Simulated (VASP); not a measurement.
Given:

```
CeO2
1.0
    1.74449     1.00718     4.04742
   -1.74449     1.00718     4.04742
    0.00000    -2.01436     4.04742
Ce O
1 2
Cartesian
  0.00000   0.00000  12.09413
  0.00000   0.00000   9.26911
  0.00000   0.00000   6.96832
```

Computed with r2SCAN meta-GGA, VASP's PBE PAW potentials (set 64) (plane waves; VASP 6.6.1). Numerical set-up: 520 eV cut-off, 8×8×8 Γ-centred mesh, tetrahedra with Blöchl corrections, potentials Ce O.

The job: CeO$_{2}$ (relaxed from the 3R-MoS2 structure, space group R3m), 3 atoms, r2SCAN, static run, 520 eV, 8×8×8 Γ-centred mesh. Roughly how much core time does it take on a busy server core?

About 5 core-minutes (one run on a shared machine, a rough figure). It had 65 irreducible k-points, 16 bands, up to 1171 plane waves and 23 electronic steps.

The structure was generated: CeO2 was put into the 3R-MoS2 type (R3m), which need not be its known phase. It was relaxed first, which changed the volume by -11 %.
